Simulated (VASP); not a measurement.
OSZICAR of a VASP run on BaZrO$_{3}$ (cubic perovskite):

### OSZICAR
```
       N       E                     dE             d eps       ncg     rms          rms(c)
DAV:   1     0.279123945757E+03    0.27912E+03   -0.22870E+04   960   0.168E+03
DAV:   2    -0.855829547229E+02   -0.36471E+03   -0.36021E+03  1288   0.404E+02
DAV:   3    -0.106682669299E+03   -0.21100E+02   -0.21076E+02  1672   0.940E+01
DAV:   4    -0.107233074396E+03   -0.55041E+00   -0.55029E+00  1352   0.123E+01
DAV:   5    -0.107247522809E+03   -0.14448E-01   -0.14448E-01  1432   0.137E+00    0.303E+01
DAV:   6    -0.867247016568E+02    0.20523E+02   -0.29818E+01  1352   0.401E+01    0.116E+01
DAV:   7    -0.840981354861E+02    0.26266E+01   -0.26042E+00  1280   0.132E+01    0.448E+00
DAV:   8    -0.885221633545E+02   -0.44240E+01   -0.15264E+00  1136   0.111E+01    0.203E+00
DAV:   9    -0.846399548625E+02    0.38822E+01   -0.10521E+00  1008   0.832E+00    0.580E-01
DAV:  10    -0.848609386916E+02   -0.22098E+00   -0.16153E-01  1256   0.319E+00    0.603E-01
DAV:  11    -0.848565166499E+02    0.44220E-02   -0.52715E-03  1432   0.431E-01    0.647E-01
DAV:  12    -0.849943292309E+02   -0.13781E+00   -0.33865E-02  1040   0.140E+00    0.277E-01
DAV:  13    -0.850998944681E+02   -0.10557E+00   -0.62118E-02   984   0.255E+00    0.230E-01
DAV:  14    -0.851000374902E+02   -0.14302E-03   -0.13843E-03  1480   0.230E-01    0.202E-01
DAV:  15    -0.851009074709E+02   -0.86998E-03   -0.31434E-04  1120   0.197E-01    0.236E-01
DAV:  16    -0.851064804025E+02   -0.55729E-02   -0.49939E-03  1032   0.638E-01    0.158E-01
DAV:  17    -0.851074550641E+02   -0.97466E-03   -0.55283E-04  1304   0.208E-01    0.257E-01
DAV:  18    -0.851079211463E+02   -0.46608E-03   -0.19987E-04  1096   0.153E-01    0.255E-01
DAV:  19    -0.851076824032E+02    0.23874E-03   -0.13326E-04  1208   0.110E-01    0.217E-01
DAV:  20    -0.851078324764E+02   -0.15007E-03   -0.63164E-05  1144   0.867E-02    0.224E-01
DAV:  21    -0.851077479507E+02    0.84526E-04   -0.29243E-05  1248   0.384E-02    0.201E-01
DAV:  22    -0.851076719742E+02    0.75977E-04   -0.10052E-04  1232   0.738E-02    0.168E-01
DAV:  23    -0.851076554092E+02    0.16565E-04   -0.85589E-06  1416   0.234E-02    0.161E-01
DAV:  24    -0.851076358193E+02    0.19590E-04   -0.33946E-06  1208   0.166E-02    0.147E-01
DAV:  25    -0.851075865536E+02    0.49266E-04   -0.27508E-05  1112   0.360E-02    0.107E-01
DAV:  26    -0.851075734951E+02    0.13059E-04   -0.54437E-06  1504   0.157E-02    0.921E-02
DAV:  27    -0.851075564160E+02    0.17079E-04   -0.51287E-06  1160   0.180E-02    0.731E-02
DAV:  28    -0.851075320688E+02    0.24347E-04   -0.39506E-05  1152   0.405E-02    0.294E-02
DAV:  29    -0.851075279430E+02    0.41259E-05   -0.75365E-06  1504   0.179E-02    0.975E-03
DAV:  30    -0.851075272891E+02    0.65382E-06   -0.93919E-07  1216   0.774E-03    0.313E-03
DAV:  31    -0.851075271859E+02    0.10320E-06   -0.84447E-08   744   0.301E-03    0.135E-03
DAV:  32    -0.851075272151E+02   -0.29190E-07   -0.59939E-08   592   0.191E-03
   1 F= -.85107527E+02 E0= -.85107527E+02  d E =0.000000E+00
       N       E                     dE             ncg
       N       E                     dE             ncg
       N       E                     dE             ncg
```

Which electronic solver shows in the log?

It is blocked Davidson (ALGO = Normal, or the opening steps of other solvers). The INCAR had ALGO = Normal.

Can the final energy be trusted as converged?

The calculation finished and met its thresholds. It stopped with EDIFF = 1E-7, NELM = 100 (r2SCAN meta-GGA, plane waves, VASP's PBE PAW potentials (set 64)).

The compound is BaZrO3 in the cubic perovskite structure. It was relaxed first.
